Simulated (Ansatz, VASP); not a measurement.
# CdGeAs2 in two plane-wave programs, part 3 of 3

Aim: how closely do two programs agree when they are given the same cell, functional and k mesh?

VASP 6.6.1 and Ansatz 0.2.0.

So far. Step 5 (VASP: band structure, PBE): The run ends at a pressure of 3.58 GPa, with forces up to 0.15 eV/Å. Step 8 (VASP: band structure, LDA, spin-orbit coupling): The run ends at a pressure of -1.24 GPa, with forces up to 0.23 eV/Å.

### 9. Ansatz: band structure, LDA, spin-orbit coupling

Level of this step: Ansatz beside VASP: Kohn-Sham DFT, plane waves, LDA, spin-orbit coupling (Ansatz).

The same cell, functional (in two slightly different forms), mesh and smearing now go to Ansatz, which takes its cutoff from its data sets.

The cell is taken from a series of VASP runs on this material, whose earlier steps may have relaxed, scaled or displaced it; both programs get it as it stands.

input.yaml

```yaml
crystal:
  lattice:
    - [-2.97155, 2.97155, 5.6073]
    - [2.97155, -2.97155, 5.6073]
    - [2.97155, 2.97155, -5.6073]
  atoms:
    - { symbol: Cd, position: [0.5, 0.5, 0.0] }
    - { symbol: Cd, position: [0.25, 0.75, 0.5] }
    - { symbol: As, position: [0.09621757, 0.125, 0.47121757] }
    - { symbol: As, position: [0.375, 0.90378243, 0.02878243] }
    - { symbol: As, position: [0.65378243, 0.625, 0.52878243] }
    - { symbol: As, position: [0.875, 0.34621757, 0.97121757] }
    - { symbol: Ge, position: [0.75, 0.25, 0.5] }
    - { symbol: Ge, position: [0.0, 0.0, 0.0] }
hamiltonian:
  xc: lda
  pseudopotentials: { kind: paw_fr }
magnetization:
  noncollinear: true
  spin_orbit: true
kpoints:
  mp_grid: { grid: [4, 4, 4] }
  band_path:
    path:
      - [0.0, 0.0, 0.0]
      - [0.0, 0.0, 0.21429]
      - [0.0, 0.0, 0.42857]
      - [-0.02006, 0.02006, 0.5]
      - [-0.08024, 0.08024, 0.5]
      - [-0.14042, 0.14042, 0.5]
      - [-0.19179, 0.19179, 0.44863]
      - [-0.26884, 0.26884, 0.37158]
      - [-0.32021, 0.32021, 0.32021]
      - [-0.18298, 0.18298, 0.18298]
      - [-0.04574, 0.04574, 0.04574]
      - [0.07143, 0.07143, -0.07143]
      - [0.28571, 0.28571, -0.28571]
      - [0.5, 0.5, -0.5]
      - [0.44863, 0.55137, -0.44863]
      - [0.37158, 0.62842, -0.37158]
      - [0.32021, 0.67979, -0.32021]
      - [0.18298, 0.60274, -0.18298]
      - [0.04574, 0.52568, -0.04574]
      - [0.03571, 0.46429, 0.03571]
      - [0.14286, 0.35714, 0.14286]
      - [0.25, 0.25, 0.25]
      - [0.32143, 0.32143, 0.13845]
      - [0.42857, 0.42857, -0.02887]
      - [0.5, 0.5, -0.14042]
      - [0.5, 0.5, -0.29453]
      - [0.5, 0.5, -0.44863]
      - [0.03571, 0.03571, 0.46429]
      - [0.14286, 0.14286, 0.35714]
      - [0.25, 0.25, 0.25]
    npoints: 1
scf:
  occupations: { method: gaussian, width: 0.03 }
  n_extra_bands: 20
output:
  forces: true
  stress: true
  eigenvalues: true
  write_density: true
  write_potential: true
  elf: true
  volumetric_format: npy
```

Started as:

```sh
$ ansatz run input.yaml --threads 4 --pin off --max-ram 9216MiB --backend cpu --events-out ev --progress --plain --runs-dir out
```

Numbers of over 12 decimals in the logs are rounded to 6 here.

Log:

```text
[...]
non-collinear run that drives no moment, with spin-orbit: no starting moment large enough to seed its density (crystal.atoms[].spin), no starting occupations that ask for one, no magnetisation constraint and no magnetic field, so the semilocal B_xc is pinned to zero
Crystal: 8 atoms, lattice volume = 198.052 Å³
Basis set: ecut = 420 eV, 3831 PW (Γ)
[...]
k-point 0: bands = [... 124 lower, 8.1933, 8.1933, 8.4590, 8.4590, 8.6411, 8.6411, 9.6889, 9.6889, ... 16 higher]
  k-point 1: bands = [... 124 lower, 7.4009, 7.4400, 8.1085, 8.1162, 9.8797, 9.9274, 10.1191, 10.1339, ... 16 higher]
  k-point 2: bands = [... 124 lower, 7.8851, 7.8851, 7.9151, 7.9151, 9.0810, 9.0810, 9.0985, 9.0985, ... 16 higher]
  k-point 12: bands = [... 124 lower, 7.4583, 7.4583, 7.4583, 7.4583, 9.8174, 9.8174, 9.8174, 9.8174, ... 16 higher]
[key lines of the parts left out:]
SCF converged after 9 iterations
Magnetization: |M| = 0.0000 μB,  M = (+0.0000, +0.0000, +0.0000) μB
Free energy (F): -43768.139272 eV
Fermi energy:    8.550063 eV
P = ⅓ Tr σ = -1.3355 GPa (-13.355 kbar)
```

Elapsed: 46 s, on 4 threads of INTEL XEON PLATINUM 8581C at 2.10GHz (Emerald Rapids), shared host; peak memory 2.6 GiB; 3 min of CPU time.

### 10. Differences

What differs besides the data sets and the points named for the pairs above, as far as they apply: spin-orbit coupling enters by fully relativistic files in Ansatz and inside the spheres in VASP; the data sets hold 128 valence electrons in Ansatz (fully relativistic PAW (standard-fr) files) and 72 in VASP. Total energies have different zeros and are not compared.

Compared:

```
                     quantity  Ansatz   VASP  difference
               pressure (GPa)   -1.34  -1.24       -0.10
gap over the path points (eV)   0.081  0.082       0.000
```

Forces (eV/Å; atoms numbered as in POSCAR):

```
atom        Ansatz x, y, z          VASP x, y, z
 Cd1   0.000, 0.000, 0.000   0.000, 0.000, 0.000
 Cd2   0.000, 0.000, 0.000   0.000, 0.000, 0.000
 As3   0.000, 0.246, 0.000   0.000, 0.234, 0.000
 As4  -0.246, 0.000, 0.000  -0.234, 0.000, 0.000
 As5  0.000, -0.246, 0.000  0.000, -0.234, 0.000
 As6   0.246, 0.000, 0.000   0.234, 0.000, 0.000
 Ge7   0.000, 0.000, 0.000   0.000, 0.000, 0.000
 Ge8   0.000, 0.000, 0.000   0.000, 0.000, 0.000
```

Levels at points of the path, from each program's valence-band top (eV; 8 filled, then empty):

```
k (reciprocal lattice)                                                                         Ansatz                                                                           VASP
     0.000 0.000 0.000  -2.27 -2.27 -0.39 -0.39 -0.37 -0.37 -0.10 -0.10 0.08 0.08 1.13 1.13 1.56 1.56  -2.28 -2.28 -0.38 -0.38 -0.33 -0.33 -0.10 -0.10 0.08 0.08 1.12 1.12 1.56 1.56
     0.000 0.000 0.214  -2.02 -1.99 -1.67 -1.66 -0.96 -0.92 -0.39 -0.38 1.24 1.28 1.52 1.52 2.50 2.52  -2.02 -2.00 -1.67 -1.66 -0.96 -0.92 -0.39 -0.38 1.25 1.30 1.52 1.52 2.50 2.52
     0.000 0.000 0.429  -1.56 -1.54 -1.42 -1.37 -0.79 -0.77 -0.64 -0.63 0.73 0.76 0.91 0.93 2.25 2.26  -1.56 -1.54 -1.42 -1.37 -0.79 -0.76 -0.64 -0.63 0.74 0.78 0.93 0.94 2.26 2.26
    -0.020 0.020 0.500  -1.22 -1.22 -1.18 -1.18 -0.69 -0.69 -0.65 -0.65 0.53 0.53 0.55 0.55 2.32 2.32  -1.22 -1.22 -1.18 -1.18 -0.68 -0.68 -0.65 -0.65 0.55 0.55 0.56 0.56 2.33 2.33
    -0.080 0.080 0.500  -1.26 -1.26 -1.20 -1.20 -0.83 -0.83 -0.77 -0.77 0.68 0.68 0.70 0.70 2.55 2.55  -1.25 -1.25 -1.20 -1.20 -0.83 -0.83 -0.77 -0.77 0.69 0.69 0.71 0.71 2.56 2.56
    -0.140 0.140 0.500  -1.34 -1.34 -1.26 -1.26 -1.04 -1.04 -0.95 -0.95 0.95 0.95 0.97 0.97 2.77 2.77  -1.34 -1.34 -1.26 -1.26 -1.04 -1.04 -0.95 -0.95 0.96 0.96 0.99 0.99 2.77 2.77
    -0.192 0.192 0.449  -1.71 -1.69 -1.52 -1.49 -1.16 -1.13 -0.86 -0.84 1.24 1.26 1.29 1.32 2.47 2.52  -1.71 -1.69 -1.52 -1.49 -1.15 -1.13 -0.86 -0.84 1.26 1.28 1.30 1.34 2.47 2.52
    -0.269 0.269 0.372  -2.14 -2.10 -1.91 -1.85 -1.11 -1.09 -0.65 -0.63 1.38 1.41 1.75 1.75 2.02 2.04  -2.14 -2.10 -1.91 -1.85 -1.10 -1.08 -0.64 -0.63 1.38 1.41 1.77 1.77 2.02 2.04
    -0.320 0.320 0.320  -2.20 -2.15 -1.92 -1.86 -1.10 -1.09 -0.58 -0.57 1.28 1.31 1.87 1.87 1.98 1.99  -2.20 -2.15 -1.92 -1.87 -1.10 -1.08 -0.58 -0.57 1.28 1.31 1.88 1.88 1.99 1.99
    -0.183 0.183 0.183  -2.11 -2.08 -1.43 -1.43 -1.28 -1.19 -0.66 -0.59 1.47 1.49 2.22 2.24 2.36 2.40  -2.11 -2.08 -1.43 -1.43 -1.28 -1.19 -0.66 -0.59 1.48 1.50 2.24 2.25 2.37 2.41
```

The forces differ by 4.8 meV/Å r.m.s., which is 5.1 % of the r.m.s. force of 0.10 eV/Å (both taken over all components). Among the levels compared at these points, filled levels agree within 39 meV and empty ones within 20 meV. Ansatz's pressure holds a Pulay correction of 0.03 GPa; VASP's holds none.

### 11. Outcome

```
difference in gap over the path points (band structure, LDA)                      : -6.0e-4 eV
difference in gap over the path points (band structure, PBE)                      : -3.0e-4 eV
difference in gap over the path points (band structure, LDA, spin-orbit coupling) : -3.0e-4 eV
```

**Reading.** The difference in gap over the path points is -6.0e-4 eV (band structure, LDA), within the 0.08 eV picked in this series as the mark of a large difference. Such differences can come from data sets, numerical settings and the points named under the comparisons, not from the functional's error against experiment.

[Lines on the potential files, build, host, timing and source positions are cut from VASP's logs without a mark.]

[Logs are printed without paths, hosts, clocks, repeated set-up lines and the standing remarks that a program may print on its own settings, such as how far it seeks lower states.]

[Hosts, paths, dates, database ids (printed as entryN), source tags and the programs' standing remarks are cut or masked in the printed files.]
